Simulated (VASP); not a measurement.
These are TPSS meta-GGA, VASP's PBE PAW potentials (set 64) (plane waves; VASP 6.6.1) values and carry that method's errors.

A VASP calculation is set up with these files.

### INCAR
```
SYSTEM = Cr
PREC = Accurate
ENCUT = 520
EDIFF = 1E-7
NELM = 100
ALGO = Normal
LREAL = .FALSE.
LASPH = .TRUE.
ISMEAR = 1
SIGMA = 0.1
METAGGA = TPSS
LMIXTAU = .TRUE.
LMAXMIX = 4
ISPIN = 2
MAGMOM = 1.1 -1.1
LORBIT = 10
LWAVE = .FALSE.
LCHARG = .FALSE.
ISIF = 2
```

### POSCAR
```
Cr
1
    2.8726662667     0.0000000000     0.0000000000
    0.0000000000     2.8726662667     0.0000000000
    0.0000000000     0.0000000000     2.8726662667
Cr
2
Direct
  0.0000000000   0.0000000000   0.0000000000
  0.5000000000   0.5000000000   0.5000000000
```

**KPOINTS**
```
Regular mesh
0
G
13 13 13
0 0 0
```

POTCAR, in this order: Cr_pv (PBE.64 set). Program: vasp_std.

Question: Predict the energy per atom (σ→0), cell moment, pressure, band gap (on the k-mesh).

Answer: 
```
Quantity                                                    Result
------------------------  ----------------------------------------
energy per atom (σ→0)                              -16.990 eV/atom
cell moment                                                0.00 μB
band gap (on the k-mesh)  none (metal, semimetal or under 0.01 eV)
pressure                                                 -5.33 GPa
```

**OSZICAR**
```
...
DAV:  35    -0.339802144178E+02    0.87677E-05   -0.29822E-05  6560   0.553E-02    0.271E-02
DAV:  36    -0.339802092721E+02    0.51457E-05   -0.25642E-05  5760   0.535E-02    0.105E-02
DAV:  37    -0.339802082355E+02    0.10366E-05   -0.43025E-06  6288   0.212E-02    0.415E-03
DAV:  38    -0.339802081352E+02    0.10031E-06   -0.14334E-06  5760   0.122E-02    0.106E-03
DAV:  39    -0.339802083128E+02   -0.17765E-06   -0.79158E-08  2880   0.216E-03    0.849E-04
DAV:  40    -0.339802086154E+02   -0.30251E-06   -0.55573E-07  6240   0.569E-03    0.205E-03
DAV:  41    -0.339802086300E+02   -0.14626E-07   -0.37582E-08  2704   0.214E-03
   1 F= -.33980209E+02 E0= -.33980244E+02  d E =0.105117E-03  mag=    -0.0000
```

The compound is Cr in the bcc, AFM order structure. This cell is one point of a volume scan, at 1.03 of the reference volume.
